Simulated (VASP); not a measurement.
**TiTe2: how cutoff and mesh change the relaxed cell**

Aim: test the relaxed volume of TiTe2 against cutoff and mesh. The starting structure is a measured crystal structure from the Crystallography Open Database.

Calculated with VASP 6.6.1; Kohn-Sham DFT with plane waves and PAW; PBEsol.

## (1) Set-up

Symmetry: P-3m1, No. 164, trigonal system. Conventional cell: a = 3.777 Å, b = 3.777 Å, c = 6.498 Å, α = 90.00°, β = 90.00°, γ = 120.00°. Nearest to Te lie 3 Ti at 2.77 Å. Nearest to Ti lie 6 Te at 2.77 Å. Farther neighbours and most contacts between anions are not listed.

Coordinates:

```
Te Ti
1.0
     3.77700    0.00000    0.00000
    -1.88850    3.27098    0.00000
     0.00000    0.00000    6.49800
Te Ti
2 1
Direct
  0.33333 0.66667 0.73720
  0.66667 0.33333 0.26280
  0.00000 0.00000 0.00000
```

## (2) Reference relaxation

This run starts from the cell of an earlier relaxation, which isn't shown; the restart sets up the plane waves anew.

INCAR

```
SYSTEM = TiTe2
PREC = Accurate
ENCUT = 450
EDIFF = 1E-06
NELM = 100
ISMEAR = 1
SIGMA = 0.15
LREAL = .FALSE.
ALGO = Normal
GGA = PS
NBANDS = 18
LORBIT = 11
LWAVE = .FALSE.
LCHARG = .FALSE.
KPAR = 2
IBRION = 2
NSW = 50
ISIF = 3
EDIFFG = -0.01
```

POSCAR

```
TiTe2
1.0
    3.6990800161      0.0000000000      0.0000000000
   -1.8495400081      3.2034972646      0.0000000000
    0.0000000000      0.0000000000      6.4285685719
Te Ti
2 1
Direct
    0.3333333333      0.6666666667      0.7320000359
    0.6666666667      0.3333333333      0.2679999641
    0.0000000000      0.0000000000      0.0000000000
```

KPOINTS

```
Automatic mesh
0
Gamma
12 12 6
0 0 0
```

PAW data sets: Te and Ti_sv (PBE family, release 64).

Started as:

```sh
$ mpirun -np 2 vasp_std
```

Log:

```text
[banner, memory and clock lines left out]
running    2 mpi-ranks, on    1 nodes
 distrk:  each k-point on    1 cores,    2 groups
 distr:  one band on    1 cores,    1 groups

 POSCAR found type information on POSCAR TeTi
 POSCAR found :  2 types and       3 ions
|                                                                             |
|               ----> ADVICE to this user running VASP <----                  |
|                                                                             |
|     You enforced a specific xc type in the INCAR file but a different       |
|     [... a line on the potential file left out ...]
|     I HOPE YOU KNOW WHAT YOU ARE DOING!                                     |
|                                                                             |

 LDA part: xc-table for (Slater+PW92), standard interpolation
 POSCAR, INCAR and KPOINTS ok, starting setup
 FFT: planning ... GRIDC
 FFT: planning ... GRID_SOFT
 FFT: planning ... GRID
 WAVECAR not read
 entering main loop
       N       E                     dE             d eps       ncg     rms          rms(c)
DAV:   1     0.168054646578E+03    0.16805E+03   -0.10038E+04  3600   0.112E+03
DAV:   2    -0.486399917390E+01   -0.17292E+03   -0.16918E+03  3920   0.298E+02
DAV:   3    -0.192474401639E+02   -0.14383E+02   -0.14032E+02  5604   0.811E+01
DAV:   4    -0.196802934074E+02   -0.43285E+00   -0.43158E+00  4534   0.134E+01
DAV:   5    -0.196967826766E+02   -0.16489E-01   -0.16484E-01  5448   0.252E+00    0.127E+01
DAV:   6    -0.195591805431E+02    0.13760E+00   -0.35358E+01  4152   0.392E+01    0.128E+01
DAV:   7    -0.177692112447E+02    0.17900E+01   -0.25912E+01  4550   0.313E+01    0.514E+00
DAV:   8    -0.175408658610E+02    0.22835E+00   -0.13774E+00  4234   0.855E+00    0.175E+00
DAV:   9    -0.175512258280E+02   -0.10360E-01   -0.17787E-01  4860   0.273E+00    0.137E+00
DAV:  10    -0.175419539385E+02    0.92719E-02   -0.20471E-01  4400   0.334E+00    0.799E-01
DAV:  11    -0.175382930025E+02    0.36609E-02   -0.35418E-02  4258   0.140E+00    0.345E-01
DAV:  12    -0.175381678431E+02    0.12516E-03   -0.34108E-03  4342   0.420E-01    0.217E-01
DAV:  13    -0.175380759540E+02    0.91889E-04   -0.38450E-04  4392   0.149E-01    0.390E-02
DAV:  14    -0.175380772783E+02   -0.13244E-05   -0.11546E-05  4182   0.276E-02    0.310E-02
DAV:  15    -0.175380736446E+02    0.36338E-05   -0.10583E-05  4414   0.257E-02    0.782E-03
DAV:  16    -0.175380733109E+02    0.33366E-06   -0.16419E-06  2464   0.781E-03
   1 F= -.17538073E+02 E0= -.17538552E+02  d E =-.175381E+02
 curvature:   0.00 expect dE= 0.000E+00 dE for cont linesearch  0.000E+00
 trial: gam= 0.00000 g(F)=  0.246E-05 g(S)=  0.812E-04 ort = 0.000E+00 (trialstep = 0.100E+01)
 search vector abs. value=  0.836E-04
 bond charge predicted
       N       E                     dE             d eps       ncg     rms          rms(c)
DAV:   1    -0.175390439785E+02   -0.97033E-03   -0.18766E-02  3862   0.152E+00    0.277E-01
DAV:   2    -0.175394030322E+02   -0.35905E-03   -0.20934E-02  4770   0.109E+00    0.235E-01
DAV:   3    -0.175381164457E+02    0.12866E-02   -0.91254E-03  4390   0.589E-01    0.684E-02
DAV:   4    -0.175380597778E+02    0.56668E-04   -0.32088E-04  4320   0.148E-01    0.176E-02
DAV:   5    -0.175380651846E+02   -0.54068E-05   -0.34073E-05  5010   0.328E-02    0.220E-02
DAV:   6    -0.175380722928E+02   -0.71082E-05   -0.89277E-06  5440   0.169E-02    0.780E-03
DAV:   7    -0.175380740346E+02   -0.17417E-05   -0.40049E-06  4098   0.887E-03    0.427E-03
DAV:   8    -0.175380745917E+02   -0.55717E-06   -0.57579E-07  2296   0.470E-03
   2 F= -.17538075E+02 E0= -.17538551E+02  d E =-.128084E-05
 trial-energy change:   -0.000001  1 .order   -0.000006   -0.000084    0.000072
 step:   0.4935(harm=  0.5377)  dis= 0.00012  next Energy=   -17.538093 (dE=-0.201E-04)
 bond charge predicted
       N       E                     dE             d eps       ncg     rms          rms(c)
DAV:   1    -0.175383455115E+02   -0.27148E-03   -0.48525E-03  3880   0.770E-01    0.142E-01
DAV:   2    -0.175384434331E+02   -0.97922E-04   -0.54705E-03  4800   0.560E-01    0.119E-01
DAV:   3    -0.175381056470E+02    0.33779E-03   -0.23462E-03  4402   0.299E-01    0.346E-02
DAV:   4    -0.175380914340E+02    0.14213E-04   -0.78239E-05  4384   0.731E-02    0.891E-03
DAV:   5    -0.175380920888E+02   -0.65475E-06   -0.88838E-06  4914   0.168E-02
   3 F= -.17538092E+02 E0= -.17538570E+02  d E =-.187779E-04
 curvature:  -0.27 expect dE=-0.298E-05 dE for cont linesearch -0.275E-05
 trial: gam= 0.00000 g(F)=  0.215E-05 g(S)=  0.905E-05 ort =-0.294E-04 (trialstep = 0.899E+00)
 search vector abs. value=  0.112E-04
 reached required accuracy - stopping structural energy minimisation
```

Wall time 2.9 min (2 MPI ranks of AMD EPYC 7R43, shared host); peak memory 0.46 GiB; 5.6 min of CPU time.

Lines that name or quote the potential files are left out of all logs, and their timing lines are given in words.

OUTCAR, selected parts (step 2):

```text
ion  position               nearest neighbor table
   1  0.333  0.667  0.732-   3 2.74   3 2.74   3 2.74   2 3.67   2 3.67   2 3.67
   2  0.667  0.333  0.268-   3 2.74   3 2.74   3 2.74   1 3.67   1 3.67   1 3.67
   3  0.000  0.000  0.000-   1 2.74   2 2.74   2 2.74   1 2.74   2 2.74   1 2.74

  LATTYP: Found a hexagonal cell.
 ALAT       =     3.6990800161
 C/A-ratio  =     1.7378830801

 Subroutine GETGRP returns: Found 12 space group operations
 (whereof 12 operations were pure point group operations)

The static configuration has the point symmetry D_3d.

 Found    100 irreducible k-points:

   k-points           NKPTS =    100   k-points in BZ     NKDIM =    100   number of bands    NBANDS=     18

   dimension x,y,z NGX =    28 NGY =   28 NGZ =   48
   dimension x,y,z NGXF=    56 NGYF=   56 NGZF=   96

   ENCUT  =  450.0 eV  33.07 Ry    5.75 a.u.   6.40  6.40 11.12*2*pi/ulx,y,z

   NELECT =      24.0000    total number of electrons

 k-points in reciprocal lattice and weights: Automatic mesh
   0.00000000  0.00000000  0.00000000       0.001
   0.08333333  0.00000000  0.00000000       0.007
   0.16666667  0.00000000  0.00000000       0.007
   0.25000000  0.00000000  0.00000000       0.007
   0.33333333  0.00000000  0.00000000       0.007
   0.41666667  0.00000000  0.00000000       0.007
   0.50000000  0.00000000  0.00000000       0.003
   0.08333333  0.08333333  0.00000000       0.007
   0.16666667  0.08333333  0.00000000       0.014
[...]
0.33333333  0.25000000  0.50000000       0.014
   0.33333333  0.33333333  0.50000000       0.002

 average (electrostatic) potential at core
       1 -86.6311       2 -86.6311       3 -73.8019

 E-fermi :   7.3585

 k-point     1 :       0.0000    0.0000    0.0000
  band No.  band energies     occupation
    ...
      5      -5.3823      2.00000
      6      -3.7396      2.00000
      7       1.7720      2.00000
      8       5.7434      2.00000
      9       5.7434      2.00000
     10       7.5863     -0.05364
     11       7.7874     -0.00040
     12       7.7874     -0.00040
     13       7.9974     -0.00000
     14       8.6436     -0.00000
    ...

 k-point     2 :       0.0833    0.0000    0.0000
  band No.  band energies     occupation
    ...
      6      -3.6938      2.00000
      7       1.8727      2.00000
      8       5.5219      2.00000
      9       5.7548      2.00000
     10       7.2838      1.73836
     11       7.5618     -0.06655
     12       7.6216     -0.03252
     13       7.9360     -0.00000
     14       8.4879     -0.00000
     15       8.7288     -0.00000
    ...

 k-point     3 :       0.1667    0.0000    0.0000
  band No.  band energies     occupation
    ...
      7       2.1685      2.00000
      8       4.9714      2.00000
      9       5.7758      2.00000
     10       6.1278      2.00000
     11       7.1394      2.05872
     12       7.4745      0.03448
     13       7.5902     -0.05127
     14       8.4506     -0.00000
     15       8.7611     -0.00000
     16      10.2479     -0.00000
    ...

  Total        0.0129697      0.0129697      0.0150359     -0.0000000      0.0000000      0.0000000
  in kB        0.2730438      0.2730438      0.3165414     -0.0000000      0.0000000      0.0000000
  external PRESSURE =       0.2875430 kB  Pullay stress =       0.0000000 kB

  energy-cutoff  :      450.00
  volume of cell :       76.10
      direct lattice vectors                 reciprocal lattice vectors
     3.697956107  0.000000000 -0.000000000     0.270419651  0.156126858  0.000000000
    -1.848978054  3.202523931 -0.000000000    -0.000000000  0.312253717 -0.000000000
    -0.000000000  0.000000000  6.426221592     0.000000000  0.000000000  0.155612437

 POSITION                                       TOTAL-FORCE (eV/Angst)
 -----------------------------------------------------------------------------------
     -0.00000      2.13502      4.70411         0.000000     -0.000000     -0.004725
      1.84898      1.06751      1.72211        -0.000000      0.000000      0.004725
     -1.84898      3.20252     -0.00000         0.000000      0.000000     -0.000000
 -----------------------------------------------------------------------------------
    total drift:                               -0.000000      0.000000     -0.000000

  FREE ENERGIE OF THE ION-ELECTRON SYSTEM (eV)
  ---------------------------------------------------
  free  energy   TOTEN  =       -17.5380920888 eV

  energy  without entropy=      -17.5395244371  energy(sigma->0) =      -17.53856954

 reached required accuracy - stopping structural energy minimisation

 total charge
# of ion       s       p       d       tot
------------------------------------------
    1        1.385   1.991   0.044   3.420
    2        1.385   1.991   0.044   3.420
    3        2.171   6.129   1.912  10.211
--------------------------------------------------
tot          4.941  10.111   1.999  17.051

[... 3 further parts left out ...]
```

CONTCAR:

```
TiTe2
   1.00000000000000
     3.6979561070915561    0.0000000000000175   -0.0000000000000000
    -1.8489780535957476    3.2025239308471130   -0.0000000000000000
    -0.0000000000000000    0.0000000000000000    6.4262215918939223
  Te              Ti
     2     1
Direct
     0.3333333332999970    0.6666666667000030    0.7320187250619765
     0.6666666667000030    0.3333333332999970    0.2679812749380235
     0.0000000000000000    1.0000000000000000    0.0000000000000000
```

This run has no spin polarisation, although Ti can carry a moment. The PAW data sets were made with PBE, which is usual practice but a small mismatch for other functionals. The run keeps the 12 symmetry operations of its start, so it cannot find a distortion of lower symmetry.

The reference relaxation ends at 25.368 Å³ an atom. Pressures at 0.985 and 1.015 times this volume, from two more relaxations that aren't shown, give a bulk modulus of 37.7 GPa.

## (3) Relaxation with a cutoff of 270 eV

Against step 2 the input has ENCUT = 270. This run starts from the cell of an earlier relaxation, which isn't shown; the restart sets up the plane waves anew.

INCAR, as its differences from that of step 2:

```diff
@@ -2,3 +2,3 @@
 PREC = Accurate
-ENCUT = 450
+ENCUT = 270
 EDIFF = 1E-06
```

POSCAR

```
TiTe2
1.0
    3.6945674973      0.0000000000      0.0000000000
   -1.8472837486      3.1995893086      0.0000000000
    0.0000000000      0.0000000000      6.4055327598
Te Ti
2 1
Direct
    0.3333333333      0.6666666667      0.7309285228
    0.6666666667      0.3333333333      0.2690714772
    0.0000000000      0.0000000000      0.0000000000
```

KPOINTS is that of step 2.

Started as:

```sh
$ mpirun -np 2 vasp_std
```

Log:

```text
[banner, memory and clock lines left out]
running    2 mpi-ranks, on    1 nodes
[...]
[... a notice as in an earlier step ...]

 LDA part: xc-table for (Slater+PW92), standard interpolation
 POSCAR, INCAR and KPOINTS ok, starting setup
[...]
entering main loop
       N       E                     dE             d eps       ncg     rms          rms(c)
DAV:   1     0.122226938284E+03    0.12223E+03   -0.77486E+03  3752   0.797E+02
DAV:   2    -0.107569542523E+02   -0.13298E+03   -0.13011E+03  4236   0.241E+02
DAV:   3    -0.194238816358E+02   -0.86669E+01   -0.85370E+01  4992   0.628E+01
DAV:   4    -0.196713308314E+02   -0.24745E+00   -0.24698E+00  4738   0.102E+01
[...]
DAV:  15    -0.175351334890E+02    0.58559E-05   -0.88627E-06  4366   0.228E-02    0.104E-02
DAV:  16    -0.175351321264E+02    0.13626E-05   -0.18498E-06  2680   0.857E-03    0.169E-03
DAV:  17    -0.175351318965E+02    0.22989E-06   -0.15694E-07  2092   0.253E-03
   1 F= -.17535132E+02 E0= -.17535589E+02  d E =-.175351E+02
[... from here on, the cycles between the ionic steps are left out ...]
   2 F= -.17535165E+02 E0= -.17535621E+02  d E =-.334340E-04
   3 F= -.17535207E+02 E0= -.17535663E+02  d E =-.750143E-04
   4 F= -.17535206E+02 E0= -.17535662E+02  d E =-.741255E-04
   5 F= -.17535206E+02 E0= -.17535662E+02  d E =-.740393E-04
   6 F= -.17535184E+02 E0= -.17535640E+02  d E =-.519429E-04
   7 F= -.17535205E+02 E0= -.17535661E+02  d E =-.726335E-04
   8 F= -.17535206E+02 E0= -.17535664E+02  d E =-.743105E-04
   9 F= -.17535226E+02 E0= -.17535687E+02  d E =-.195184E-04
 trial-energy change:   -0.000020  1 .order   -0.000020   -0.000025   -0.000016
 step:   2.4260(harm=  2.4260)  dis= 0.00175  next Energy=   -17.535240 (dE=-0.333E-04)
 reached required accuracy - stopping structural energy minimisation
```

The job ended after 1.8 min (2 MPI ranks; peak memory 0.28 GiB; 3.5 min of CPU time).

From OUTCAR (step 3):

```text
  Total       -0.0106885     -0.0106885     -0.0113289     -0.0000000     -0.0000000      0.0000000
  in kB       -0.2266310     -0.2266310     -0.2402101     -0.0000000     -0.0000000      0.0000000
  external PRESSURE =      -0.2311573 kB  Pullay stress =       0.0000000 kB

 POSITION                                       TOTAL-FORCE (eV/Angst)
 -----------------------------------------------------------------------------------
     -0.00000      2.13123      4.67960         0.000000     -0.000000     -0.009687
      1.84570      1.06562      1.72357        -0.000000      0.000000      0.009687
      0.00000      0.00000      0.00000         0.000000      0.000000      0.000000
 -----------------------------------------------------------------------------------
    total drift:                                0.000000      0.000000     -0.000000

  FREE ENERGIE OF THE ION-ELECTRON SYSTEM (eV)
  ---------------------------------------------------
  free  energy   TOTEN  =       -17.5352257254 eV

  energy  without entropy=      -17.5366088277  energy(sigma->0) =      -17.53568676

[... 2 parts as in an earlier step ...]

[... 2 further parts left out ...]
[key lines of the parts left out:]
E-fermi :   7.4538
```

Logs of long relaxations may skip ionic steps without a mark.

With a cutoff of 270 eV the cell ends at 25.188 Å³ an atom, -0.71 % from the reference; the bulk modulus is 40.4 GPa against 37.7 GPa.

[end of part 1 of 2]

[Lines on the potential files, build, host, timing and source positions are cut from VASP's logs without a mark.]

[Logs are printed without paths, hosts, clocks, repeated set-up lines and the standing remarks that a program may print on its own settings, such as how far it seeks lower states.]

[Hosts, paths, dates, database ids (printed as entryN), source tags and the programs' standing remarks are cut or masked in the printed files.]
